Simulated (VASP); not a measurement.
# BiBrO: NMR shieldings, part 3 of 3

Wanted: the shieldings and field gradients at the nuclei of BiBrO. The cell has space group P4/nmm. Left out of this account: 2 further runs (NMR: a repeat of the first functional; bands: left with one row). The start is a cell from a database of measured crystal structures.

VASP 6.6.1, plane waves and PAW; the level of theory is named at each step.

So far, gap on the k-mesh (eV): step 3 (ground state) 2.13.

The database entry behind the starting cell differs from later determinations by our own check (0.1 to 0.3 % short, probably kX units), so it need not match the best structure at ambient conditions.

### Step 4. Shielding tensors (continued)

Level of this step: chemical shifts by linear response (GIPAW), LDA; plane waves and PAW (Bi_d, Br, O) (VASP).

From OUTCAR (step 4):

```text
 Found     45 irreducible k-points:

   k-points           NKPTS =     45   k-points in BZ     NKDIM =     45   number of bands    NBANDS=     34

   dimension x,y,z NGX =    30 NGY =   30 NGZ =   64
   dimension x,y,z NGXF=    60 NGYF=   60 NGZF=  128

   ENCUT  =  560.0 eV  41.16 Ry    6.42 a.u.   7.56  7.56 15.58*2*pi/ulx,y,z

   NELECT =      56.0000    total number of electrons

  Total       -1.9864111     -1.9864111     -1.5757785      0.0000000      0.0000000      0.0000000
  in kB      -25.6947422    -25.6947422    -20.3831032      0.0000000      0.0000000      0.0000000
  external PRESSURE =     -23.9241958 kB  Pullay stress =       0.0000000 kB

  energy-cutoff  :      560.00
  volume of cell :      123.86
      direct lattice vectors                 reciprocal lattice vectors
     3.916000000  0.000000000  0.000000000     0.255362615  0.000000000  0.000000000
     0.000000000  3.916000000  0.000000000     0.000000000  0.255362615  0.000000000
     0.000000000  0.000000000  8.077000000     0.000000000  0.000000000  0.123808345

 POSITION                                       TOTAL-FORCE (eV/Angst)
 -----------------------------------------------------------------------------------
      0.00000      1.95800      1.25054         0.000000      0.000000     -0.134813
      1.95800      0.00000      6.82646        -0.000000      0.000000      0.134813
      0.00000      1.95800      5.28843        -0.000000      0.000000      0.111761
      1.95800      0.00000      2.78857        -0.000000     -0.000000     -0.111761
      0.00000      0.00000      0.00000        -0.000000      0.000000      0.000000
      1.95800      1.95800      0.00000        -0.000000     -0.000000      0.000000
 -----------------------------------------------------------------------------------
    total drift:                                0.000000      0.000000      0.000000

 Electric field gradients after diagonalization (V/A^2)
 (convention: |V_zz| > |V_xx| > |V_yy|)
----------------------------------------------------------------------
 ion       V_xx      V_yy      V_zz     asymmetry (V_yy - V_xx)/ V_zz
----------------------------------------------------------------------
   1      42.808    42.808   -85.617       0.000
   2      42.808    42.808   -85.617       0.000
   3      27.364    27.364   -54.729       0.000
   4      27.364    27.364   -54.729       0.000
   5       2.403     2.403    -4.807       0.000
   6       2.403     2.403    -4.807       0.000
----------------------------------------------------------------------

  ORBITAL MAGNETIC SUSCEPTIBILITY, excluding core contribution
 -------------------------------------------------------------
  Approximate magnetic susceptibility, pGv (10^-6 cm^3/mole)
     1        -71.681363          0.000000          0.000000
     2         -0.000000        -71.681363          0.000000
     3          0.000000          0.000000        -81.340203
 -------------------------------------------------------------
  Approximate magnetic susceptibility, vGv (10^-6 cm^3/mole)
     1        -69.606650          0.000000          0.000000
     2          0.000000        -69.606650          0.000000
     3          0.000000          0.000000        -80.900331

  CSA tensor (J. Mason, Solid State Nucl. Magn. Reson. 2, 285 (1993))
  for chemical shielding  (including the isotropic core contribution)

  BDIR labels direction of applied magnetic field (i.e. B0)
  For BDIR==1, B0 along x-axis, etc.
  Induced field listed along cartesian directions for each BDIR
 ------------------------------------------------------------------------------------------
                 EXCLUDING G=0 CONTRIBUTION              INCLUDING G=0 CONTRIBUTION
 ------------------------------------------------------------------------------------------
  ion  BDIR            X           Y           Z                X           Y           Z
          (   iso_shield        span        skew ) (   iso_shield        span        skew )
 ------------------------------------------------------------------------------------------
    1     1    5343.0118      0.0000      0.0000        5355.0864     -0.0000      0.0000
          2       0.0000   5343.0118      0.0000           0.0000   5355.0864      0.0000
          3       0.0000      0.0000   6316.5984           0.0000      0.0000   6329.7578
          (    5667.5407    973.5866      1.0000 ) (    5679.9769    974.6714      1.0000 )

    2     1    5343.0118      0.0000      0.0000        5355.0864     -0.0000      0.0000
          2       0.0000   5343.0118      0.0000           0.0000   5355.0864      0.0000
          3       0.0000     -0.0000   6316.5984           0.0000     -0.0000   6329.7578
          (    5667.5407    973.5866      1.0000 ) (    5679.9769    974.6714      1.0000 )

    3     1    1968.6542      0.0000      0.0000        1980.7288     -0.0000      0.0000
          2      -0.0000   1968.6542     -0.0000          -0.0000   1980.7288     -0.0000
          3       0.0000      0.0000   2272.5226           0.0000      0.0000   2285.6819
          (    2069.9437    303.8683      1.0000 ) (    2082.3799    304.9531      1.0000 )

    4     1    1968.6542      0.0000      0.0000        1980.7288      0.0000      0.0000
          2       0.0000   1968.6542     -0.0000           0.0000   1980.7288     -0.0000
          3       0.0000      0.0000   2272.5226           0.0000      0.0000   2285.6819
          (    2069.9437    303.8683      1.0000 ) (    2082.3799    304.9531      1.0000 )

    5     1      21.7252      0.0000      0.0000          33.7998      0.0000      0.0000
          2      -0.0000     21.7252      0.0000          -0.0000     33.7998      0.0000
          3       0.0000     -0.0000     -7.8271           0.0000     -0.0000      5.3323
          (      11.8745     29.5523     -1.0000 ) (      24.3107     28.4675     -1.0000 )

    6     1      21.7252     -0.0000      0.0000          33.7998     -0.0000      0.0000
          2       0.0000     21.7252      0.0000           0.0000     33.7998      0.0000
          3       0.0000      0.0000     -7.8271           0.0000      0.0000      5.3323
          (      11.8745     29.5523     -1.0000 ) (      24.3107     28.4675     -1.0000 )
 ------------------------------------------------------------------------------------------

[... 4 parts as in an earlier step ...]

[... 2 further parts left out ...]
```

The atoms bear forces, and field gradients depend strongly on their positions. Spin-orbit coupling is left out, which changes shieldings on and beside heavy atoms by much.

This step gave:

| Quantity | Value |
| --- | --- |
| free energy (TOTEN) | -31.91 eV |
| Fermi energy | 4.165 eV |
| pressure | -2.392 GPa |
| gap on the k-mesh | 2.037 eV |
| least direct gap on the k-mesh | 2.213 eV |

Valence and core; the G = 0 term is that of a spherical sample. NMR shielding, by row:

| atom | isotropic shielding (ppm) | span (ppm) | skew | isotropic shielding without the G = 0 term (ppm) |
| --- | --- | --- | --- | --- |
| Bi1 | 5680 | 974.7 | 1 | 5668 |
| Bi2 | 5680 | 974.7 | 1 | 5668 |
| Br3 | 2082 | 305 | 1 | 2070 |
| Br4 | 2082 | 305 | 1 | 2070 |
| O5 | 24.31 | 28.47 | -1 | 11.87 |
| O6 | 24.31 | 28.47 | -1 | 11.87 |

Ordered as |Vzz| ≥ |Vxx| ≥ |Vyy|, the program's way. Electric field gradients, by row:

| atom | Vxx (V/Å²) | Vyy (V/Å²) | Vzz (V/Å²) | asymmetry |
| --- | --- | --- | --- | --- |
| Bi1 | 42.81 | 42.81 | -85.62 | 0 |
| Bi2 | 42.81 | 42.81 | -85.62 | 0 |
| Br3 | 27.36 | 27.36 | -54.73 | 0 |
| Br4 | 27.36 | 27.36 | -54.73 | 0 |
| O5 | 2.403 | 2.403 | -4.807 | 0 |
| O6 | 2.403 | 2.403 | -4.807 | 0 |

### Step 5. Results

| Property | Result |
| --- | --- |
| Bi, isotropic shielding | 5680 ppm |
| Br, isotropic shielding | 2082.4 ppm |
| O, isotropic shielding | 24.3 ppm |

In words: At LDA the isotropic shieldings are Bi 5680 ppm; Br 2082.4 ppm; O 24.3 ppm. The widest tensor is that of Bi1, with a span (largest less smallest principal value) of 975 ppm. The largest field gradient is Vzz = -85.6 V/Å² at Bi1. Shifts were not obtained, since a shift is the shielding of a reference compound, computed alike, less these values. The G = 0 term is the part set by the sample's shape, taken here for a sphere. Spin-orbit effects on the shifts of and near heavy atoms are left out. No finer mesh was run, so convergence in it isn't shown. VASP's guide advises NLSPLINE for shieldings, which this input doesn't set; the effect wasn't tested. The cell has space group P4/nmm. The atoms were relaxed with other settings, and carry forces of up to 0.13 eV/Å in the first shielding run, at LDA. Not tabulated here, as repeats of values shown or as unfit to read for their mesh, reference level or band range: gaps (relaxation).

[Lines on the potential files, build, host, timing and source positions are cut from VASP's logs without a mark.]

[Logs are printed without paths, hosts, clocks, repeated set-up lines and the standing remarks that a program may print on its own settings, such as how far it seeks lower states.]

[Hosts, paths, dates, database ids (printed as entryN), source tags and the programs' standing remarks are cut or masked in the printed files.]
